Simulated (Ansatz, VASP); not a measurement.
# WC in two plane-wave programs

Aim: how closely do two programs agree when they are given the same cell, functional and k mesh? The cell is taken from a series of runs on this material, whose earlier steps may have relaxed, scaled, displaced or heated it; both programs get it as it stands.

Main program and level: Ansatz 0.2.0; plane waves, with VASP 6.6.1 beside it; relaxation of cell and atoms at PBEsol.

## 1. Set-up

It takes space group P4/nmm (No. 129, tetragonal). The conventional cell has a = 3.041 Å, b = 3.041 Å, c = 4.441 Å, α = 90.00°, β = 90.00°, γ = 90.00°. W has 6 C at 2.16 to 2.24 Å nearest. Nearest to C lie 6 W at 2.16 to 2.24 Å. Farther neighbours are not listed.

Coordinates:

```cif
data_structure
_symmetry_space_group_name_H-M 'P4/nmm:1'
_symmetry_Int_Tables_number 129
_cell_length_a 3.0410
_cell_length_b 3.0410
_cell_length_c 4.4408
_cell_angle_alpha 90.000
_cell_angle_beta 90.000
_cell_angle_gamma 90.000
_cell_volume 41.07
loop_
_atom_site_label
_atom_site_type_symbol
_atom_site_symmetry_multiplicity
_atom_site_Wyckoff_symbol
_atom_site_fract_x
_atom_site_fract_y
_atom_site_fract_z
_atom_site_occupancy
W1 W 2 c 0.00000 0.50000 0.27842 1
C1 C 2 c 0.00000 0.50000 0.77499 1
```

## 2. Ansatz: relaxation of cell and atoms, PBEsol, pair 1

Ansatz runs on its default PAW (the set named soft_2) files.

The relaxed volume is the usual yardstick between codes: in a stiff, nearly cubic crystal its relative difference is about their pressure difference at one cell divided by the bulk modulus.

File input.yaml:

```yaml
crystal:
  lattice:
    - [3.0410243286, 0.0, 0.0]
    - [0.0, 3.0410243286, 0.0]
    - [0.0, 0.0, 4.4407636418]
  atoms:
    - { symbol: W, position: [0.0, 0.5, 0.2784179948] }
    - { symbol: W, position: [0.5, 0.0, 0.7215820052] }
    - { symbol: C, position: [0.0, 0.5, 0.7749874904] }
    - { symbol: C, position: [0.5, 0.0, 0.2250125096] }
kpoints:
  mp_grid: { grid: [12, 12, 10] }
hamiltonian:
  xc: pbesol
scf:
  occupations: { method: methfessel_paxton, width: 0.15 }
output:
  forces: true
  stress: true
  eigenvalues: true
relax:
  adjacent_minimum: "off"
  f_tol: 0.001
  max_steps: 60
  cell: { stress_tol: 0.01 }
```

On the command line:

```
$ ansatz run input.yaml --threads 4 --pin off --max-ram 7168MiB --backend cpu --events-out ev --progress --plain --runs-dir out
```

Numbers of over 12 decimals in the logs are rounded to 6 here.

Log:

```text
Engine: ansatz 0.2.0, aarch64-unknown-linux-gnu
Pseudopotentials: kind: paw
Pseudopotential: W, paw, valence charge 14, recommended cutoff 420 eV (normal), W.paw.azcp
Pseudopotential: C, paw, valence charge 4, recommended cutoff 420 eV (normal), C.paw.azcp
Functional definition: PBEsol
  exchange = pbesol_x
  correlation = pbesol_c
Crystal: 4 atoms, lattice volume = 41.067 Å³
Basis set: ecut = 420 eV, 799 PW (Γ), exchange–correlation on 48×48×60 points (8 copies of the dense FFT grid, shifted against one another)
Bands: 22, of which v1, the nominal top of the filled ones, is band 18 counted from 1 (17 counted from 0)
Symmetry: 16 space group operations
Space group: P4/nmm (ITA 129), of the structure as read, at distance tolerance 3.5e-5 Å
k-points: 168 of 1440
Non-local potential: W, projectors of the file, l = 0: 3, l = 1: 2, l = 2: 2, l = 3: 1
Non-local potential: C, projectors of the file, l = 0: 2, l = 1: 2, l = 2: 1
PAW form: soft (Blöchl's): semilocal exchange-correlation on the pseudo side does not see the compensation charge
PAW frozen core: W, regenerated for the run's functional, and the local potential with it (the file was generated under x = pbe(κ = 0.804, μ = 0.219515), c = pbe(β = 0.066725))
PAW frozen core: C, regenerated for the run's functional, and the local potential with it (the file was generated under x = pbe(κ = 0.804, μ = 0.219515), c = pbe(β = 0.066725))
PAW one-centre angular grid: W, 590 points (default); XC on 64 Gauss nodes
PAW one-centre angular grid: C, 110 points (default); XC on 64 Gauss nodes
Initial density: superposition of atomic densities (neutral atoms: chi_scale 0, normalization atom), corrected by the library's trained network
Initial wavefunctions: pseudopotential atomic-orbital guess
Functional: x = pbesol(κ = 0.804, μ = 0.123457), c = pbesol(β = 0.046)
SCF iter   1: F=—  HF=-21005.756400 eV  |F-HF|=—  |Δ(HF+E_count)|=         —  Δρ=7.85e-3  dr2=1.54e-2  ethr=1.77e-3  ⟨swp⟩=5.0  Hψ=36533  notcnv=0
automatic band count: the SCF goes on with 26 bands, as 22 were too few: the levels above may hold too much charge
preconditioner: auto → Kerker (q_TF=auto, 2.669 Å⁻¹)  [metal: Δε(μ)=0.014 eV  Ē_g=10.014 eV  σ=0.150 eV  W_gap=0.08  n_scr=14 (ndim 8)  ℏωp=25.9 eV  f_vac=0.000  D(μ)=1.93/eV (n_scr^D=16)]
SCF iter   2: F=—  HF=-21005.754737 eV  |F-HF|=—  |Δ(HF+E_count)|=   1.66e-3  S|Δr|=    0.00e0  Δρ=4.41e-3  dr2=4.82e-3  ethr=4.28e-5  ⟨swp⟩=1.0  Hψ=5712  notcnv=0
SCF iter   3: F=—  HF=-21005.754093 eV  |F-HF|=—  |Δ(HF+E_count)|=   6.44e-4  S|Δr|=    0.00e0  Δρ=4.11e-4  dr2=7.28e-5  ethr=1.34e-5  ⟨swp⟩=2.0  Hψ=5517  notcnv=0
SCF iter   4: F=—  HF=-21005.754082 eV  |F-HF|=—  |Δ(HF+E_count)|=   1.06e-5  S|Δr|=    0.00e0  Δρ=1.01e-4  dr2=4.96e-6  ethr=2.02e-7  ⟨swp⟩=2.0  Hψ=5381  notcnv=0
SCF iter   5: F=—  HF=-21005.754081 eV  |F-HF|=—  |Δ(HF+E_count)|=   8.82e-7  S|Δr|=    0.00e0  Δρ=1.84e-5  dr2=2.42e-7  ethr=1.38e-8  ⟨swp⟩=2.0  Hψ=5426  notcnv=0
SCF iter   6: F=-21005.754081 eV  HF=-21005.754081 eV  |F-HF|=2.07e-9  |Δ(HF+E_count)|=   5.02e-8  S|Δr|=    0.00e0  Δρ=3.19e-6  dr2=3.96e-9  ethr=2.78e-10  ⟨swp⟩=8.3  Hψ=16897  notcnv=0
SCF 1 converged in 6 iterations: F = -21005.754081 eV  dr2 = 3.96e-9
  greatest PAW one-centre occupation: 1.000 electrons in one spin orbital (limit 2), on the W atom at site 1 (counted from 0), in its partial waves of l = 0
relax step   1: F+E_penalty+E_count = -21005.75408106 eV  Δ(F+E_penalty+E_count) = +0.000e0 eV  max|allowed force component| = 5.923e-5 eV/Å  Δτ_max = 0.0000 Å  P = +0.001 GPa  Ω = 41.067 Å³  (6 SCF iters, dr2 threshold 1.00e-7 eV, accepted)
Bands: 26, of which v1, the nominal top of the filled ones, is band 18 counted from 1 (17 counted from 0)
Initial density: handed on by an earlier stage of this run
Initial wavefunctions: pseudopotential atomic-orbital guess (no wavefunctions were taken with the density)
iter 1 solved again at ethr=2.02e-8 eV; its pass at ethr=3.10e-3 eV (dr2=7.29e-6 eV) is discarded
SCF iter   1: F=—  HF=-21005.754078 eV  |F-HF|=—  |Δ(HF+E_count)|=         —  Δρ=3.37e-6  dr2=3.93e-9  ethr=2.02e-8  ⟨swp⟩=3.4  Hψ=31186  notcnv=0
preconditioner: auto → Kerker (q_TF=auto, 2.669 Å⁻¹)  [metal: Δε(μ)=0.006 eV  Ē_g=10.017 eV  σ=0.150 eV  W_gap=0.03  n_scr=14 (ndim 8)  ℏωp=25.9 eV  f_vac=0.000  D(μ)=1.98/eV (n_scr^D=20)]
SCF iter   2: F=—  HF=-21005.754081 eV  |F-HF|=—  |Δ(HF+E_count)|=   3.55e-6  S|Δr|=    0.00e0  Δρ=2.11e-6  dr2=1.73e-9  ethr=1.09e-11  ⟨swp⟩=2.9  Hψ=8383  notcnv=0
SCF iter   3: F=—  HF=-21005.754081 eV  |F-HF|=—  |Δ(HF+E_count)|=  2.11e-10  S|Δr|=    0.00e0  Δρ=7.27e-7  dr2=1.02e-10  ethr=4.81e-12  ⟨swp⟩=2.5  Hψ=5610  notcnv=0
SCF iter   4: F=—  HF=-21005.754081 eV  |F-HF|=—  |Δ(HF+E_count)|=    0.00e0  S|Δr|=    0.00e0  Δρ=4.16e-7  dr2=1.56e-11  ethr=1.00e-12  ⟨swp⟩=1.0  Hψ=4368  notcnv=0
SCF iter   5: F=-21005.754081 eV  HF=-21005.754081 eV  |F-HF|=7.28e-12  |Δ(HF+E_count)|=  1.09e-11  S|Δr|=    0.00e0  Δρ=4.21e-8  dr2=5.34e-13  ethr=1.00e-12  ⟨swp⟩=4.6  Hψ=17348  notcnv=0
SCF 2 converged in 5 iterations: F = -21005.754081 eV  dr2 = 5.34e-13
relax step   2: F+E_penalty+E_count = -21005.75408106 eV  Δ(F+E_penalty+E_count) = -1.583e-9 eV  max|allowed force component| = 8.885e-5 eV/Å  Δτ_max = 0.0000 Å  P = +0.000 GPa  Ω = 41.067 Å³  stress off target by 3.19e-3 GPa  SCF on the basis re-selected at this cell (its energy is not comparable with the rows above)  (5 SCF iters)
basis re-selected at this cell: Δ(F+E_penalty+E_count) = -1.583e-9 eV, ΔP = -0.000 GPa vs the last step (what re-selecting the basis moved, of the pressure what is left beyond the Pulay correction that the steps carried, after the strain that the cell walked since its last selection, with what the two solves' SCF thresholds leave and, on support functions, any second-order correction that the steps lacked; it is no m [...]
SCF converged after 5 iterations
Stability not checked: this state was not tested for a lower state beside it, because cold or Methfessel-Paxton smearing, or corrected tetrahedra, fill the levels in a way that the test cannot read (fill_not_monotonic; see scf.lower_state_search)
Free energy (F): -21005.754081 eV
Harris-Foulkes:  -21005.754081 eV  (|F-HF|=7.28e-12)
Internal energy: -21005.753059 eV  (E = F + TS)
E sigma→0 (E₀):  -21005.753825 eV
Entropy (-TS):   -0.001023 eV (-0.256 meV/atom)
Fermi energy:    22.023326 eV
--- Per-component energies (eV) ---
  E_band       = -107.684630
  E_kinetic    = 1086.215579
  E_local      = -1303.126749  (includes V_loc(G=0)·N_el)
  E_nonlocal   = 58.078046
  E_hartree    = 459.314979
  E_xc         = -629.059474
  E_vxc        = -600.131652  (∫ρ·V_xc dr)
  E_paw        = -17062.241903  (= ΣΔE_a)
  E_vpaw       = -267.349701  (= ΣTr[D̂ρ^β])
  E_aug_tail   = -0.000112  (compensation charges beyond the density's cutoff)
  E_ewald      = -3615.419209
  E_core_change = 0.485785  (= ΣΔE_core)
  E_smearing   = -0.001023  (= −TS)
  E_closure    = 0.000000  (closes the sum)
  Σ components = -21005.754081   (vs F -21005.754081, Δ=0.00e0)
--- Forces (eV/Å), atoms counted from 1 ---
  atom   1  W      0.00000000     0.00000000     0.00006538
  atom   2  W      0.00000000     0.00000000    -0.00006538
  atom   3  C      0.00000000     0.00000000    -0.00008885
  atom   4  C      0.00000000     0.00000000     0.00008885
  max |Σ_I F_I| component: 1.36e-20 eV/Å
--- Stress (GPa, compression-positive) ---
       -0.000887       0.000000       0.000000
        0.000000      -0.000887       0.000000
        0.000000       0.000000       0.003187
  P = ⅓ Tr σ = 0.0005 GPa (0.005 kbar)
--- Band table (eV; the first three rows and the last of 168) ---
  k-point 0: bands = [... 14 lower, 19.2196, 20.3125, 20.3125, 21.0095, 21.0095, 21.1619, 21.3322, 21.6012, ... 4 higher]
  k-point 1: bands = [... 14 lower, 19.1267, 19.8816, 20.2385, 20.2385, 21.1968, 21.1968, 21.3620, 22.8960, ... 4 higher]
  k-point 2: bands = [... 14 lower, 18.8464, 18.8744, 20.0590, 20.0590, 21.4470, 21.6378, 21.6378, 23.0882, ... 4 higher]
  k-point 167: bands = [... 14 lower, 16.8262, 16.8262, 20.7519, 20.7519, 24.6734, 24.6734, 24.7829, 24.7829, ... 4 higher]
--- Relaxed structure (1 steps of the walk, 1 accepted, 1 SCFs on fresh bases) ---
  F+E_penalty+E_count = -21005.75408106 eV   max|allowed force component| = 8.885e-5 eV/Å   (the final SCF, on the basis selected at the relaxed cell)
  cell:  # Å, volume = 41.0674 Å³
    - [3.0410243286, 0.0, 0.0]
    - [0.0, 3.0410243286, 0.0]
    - [0.0, 0.0, 4.4407636418]
  atoms:
    - { symbol: W, position: [0.0, 0.5, 0.2784179948] }
    - { symbol: W, position: [0.5, 0.0, 0.7215820052] }
    - { symbol: C, position: [0.0, 0.5, 0.774987] }
    - { symbol: C, position: [0.5, 0.0, 0.2250125096] }
```

In the SCF lines HF is the Harris–Foulkes energy and dr2 the Hartree energy of the density residual, in eV; the loop may stop once dr2 is under the threshold and the program's other checks hold. Hψ counts applications of the Hamiltonian.

(Continued in part 2 of 3.)

[Lines on the potential files, build, host, timing and source positions are cut from VASP's logs without a mark.]

[Logs are printed without paths, hosts, clocks, repeated set-up lines and the standing remarks that a program may print on its own settings, such as how far it seeks lower states.]

[Hosts, paths, dates, database ids (printed as entryN), source tags and the programs' standing remarks are cut or masked in the printed files.]
